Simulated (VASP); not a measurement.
Data:

```xyz
5
Lattice="3.8156 0.0000 0.0000 0.0000 3.8156 0.0000 0.0000 0.0000 3.8156" Properties=species:S:1:pos:R:3 pbc="T T T"
Sr     0.0000     0.0000     0.0000
V      1.9078     1.9078     1.9078
O      1.9078     0.0000     1.9078
O      0.0000     1.9078     1.9078
O      1.9078     1.9078     0.0000
```

Computed with PBEsol GGA, VASP's PBE PAW potentials (set 64) (plane waves; VASP 6.6.1). Numerical set-up: 520 eV cut-off, Gaussian smearing of 0.050 eV, potentials Sr_sv V_sv O.

Q: Give the energies of bands 12 to 23 at the high-symmetry points, in eV from the Fermi level.

A: 
```tsv
band	Γ	X	M	R
12	-5.33	-6.91	-7.20	-7.41
13	-5.33	-5.40	-7.17	-6.70
14	-5.33	-5.40	-6.72	-6.70
15	-3.39	-4.75	-5.32	-6.08
16	-3.39	-4.73	-5.32	-6.08
17	-3.39	-4.73	-4.23	-6.08
18	-2.49	-4.31	-3.75	-2.11
19	-2.49	-2.96	-3.75	-2.11
20	-2.49	-2.96	-2.21	-2.11
21	-1.05	-0.91	0.96	1.58
22	-1.05	0.98	0.96	1.58
23	-1.05	0.98	1.32	1.58
```

It has no gap at this level: it comes out as a metal or semimetal.

The compound is SrVO3 in the cubic perovskite structure. It was relaxed first. The run is not spin-polarised, so no magnetic state was tried. The electron count is odd and the run is not spin-polarised, which forces a metal.
